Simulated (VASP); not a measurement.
Calculation: PW91 GGA, VASP's PBE PAW potentials (set 64) (plane waves; VASP 6.6.1).

VASP ran on this input.

KPOINTS:
```
Automatic mesh
0
Gamma
10 10 10
0 0 0
```

### INCAR
```
! general
SYSTEM   =  Cs
PREC     =  Accurate
ENCUT    =  520   ! plane-wave cut-off (eV)
LREAL    =  .FALSE.
LASPH    =  .TRUE.   ! aspherical one-centre terms

! electronic loop
EDIFF    =  1E-7   ! SCF stop (eV)
NELM     =  100   ! most electronic steps
ALGO     =  Normal   ! blocked Davidson
LMAXMIX  =  4   ! l cut-off of mixed one-centre charges

! smearing
ISMEAR   =  -5   ! tetrahedra, Bloechl

! functional
GGA      =  91   ! PW91

! ions
ISIF     =  2   ! forces and stress, cell fixed

! output
LWAVE    =  .FALSE.
LCHARG   =  .TRUE.
LORBIT   =  11   ! lm-projected
NEDOS    =  601
```

### POSCAR
```
Cs
1.0
 -3.0670737769   3.0670737769   3.0670737769
  3.0670737769  -3.0670737769   3.0670737769
  3.0670737769   3.0670737769  -3.0670737769
Cs
1
Cartesian
  0.0000000000   0.0000000000   0.0000000000
```

POTCAR, in this order: Cs_sv (PBE.64 set). Program: vasp_std.

The run wrote:

File OSZICAR:
```
       N       E                     dE             d eps       ncg     rms          rms(c)
DAV:   1     0.555546990519E+02    0.55555E+02   -0.28689E+03   752   0.769E+02
DAV:   2     0.389880055998E+01   -0.51656E+02   -0.51205E+02  1040   0.121E+02
DAV:   3    -0.787188881782E+00   -0.46860E+01   -0.46840E+01   768   0.463E+01
DAV:   4    -0.850419392685E+00   -0.63231E-01   -0.63237E-01  1416   0.640E+00
DAV:   5    -0.850490605241E+00   -0.71213E-04   -0.71453E-04   968   0.118E-01    0.213E-01
DAV:   6    -0.849415886374E+00    0.10747E-02   -0.32287E-03  1280   0.329E-01    0.121E-01
DAV:   7    -0.849705072116E+00   -0.28919E-03   -0.48868E-03  1000   0.420E-01    0.476E-02
DAV:   8    -0.849974680112E+00   -0.26961E-03   -0.42220E-04  1000   0.157E-01    0.813E-03
DAV:   9    -0.849978670517E+00   -0.39904E-05   -0.82986E-06  1248   0.163E-02    0.331E-03
DAV:  10    -0.849978542308E+00    0.12821E-06   -0.31641E-06   984   0.942E-03    0.887E-04
DAV:  11    -0.849978723548E+00   -0.18124E-06   -0.25398E-07  1200   0.296E-03    0.399E-04
DAV:  12    -0.849978738856E+00   -0.15308E-07   -0.49989E-08   768   0.136E-03
   1 F= -.84997874E+00 E0= -.84997874E+00  d E =0.000000E+00
```

File OUTCAR:
```
------------------------ aborting loop because EDIFF is reached ----------------------------------------
  FORCE on cell =-STRESS in cart. coord.  units (eV):
  Direction    XX          YY          ZZ          XY          YZ          ZX
  --------------------------------------------------------------------------------------
  Total        0.0016340      0.0016340      0.0016340     -0.0000000      0.0000000      0.0000000
  in kB        0.0226843      0.0226843      0.0226843     -0.0000000      0.0000000      0.0000000
  external PRESSURE =       0.0226843 kB  Pullay stress =       0.0000000 kB
  volume of cell :      115.41
      direct lattice vectors                 reciprocal lattice vectors
    -3.067073777  3.067073777  3.067073777     0.000000000  0.163021837  0.163021837
     3.067073777 -3.067073777  3.067073777     0.163021837  0.000000000  0.163021837
     3.067073777  3.067073777 -3.067073777     0.163021837  0.163021837  0.000000000
 POSITION                                       TOTAL-FORCE (eV/Angst)
 -----------------------------------------------------------------------------------
      0.00000      0.00000      0.00000        -0.000000     -0.000000      0.000000
 -----------------------------------------------------------------------------------
    total drift:                               -0.000000     -0.000000     -0.000000
  FREE ENERGIE OF THE ION-ELECTRON SYSTEM (eV)
  ---------------------------------------------------
  free  energy   TOTEN  =        -0.8499787389 eV

  energy  without entropy=       -0.8499787389  energy(sigma->0) =       -0.84997874

 total charge

# of ion       s       p       d       tot
------------------------------------------
    1        1.898   4.674   0.009   6.581
```
(Selected blocks of OUTCAR.)

For a metal the tetrahedron method with Blöchl corrections gives inexact stress and forces.

The compound is Cs in the bcc structure. It was relaxed first.
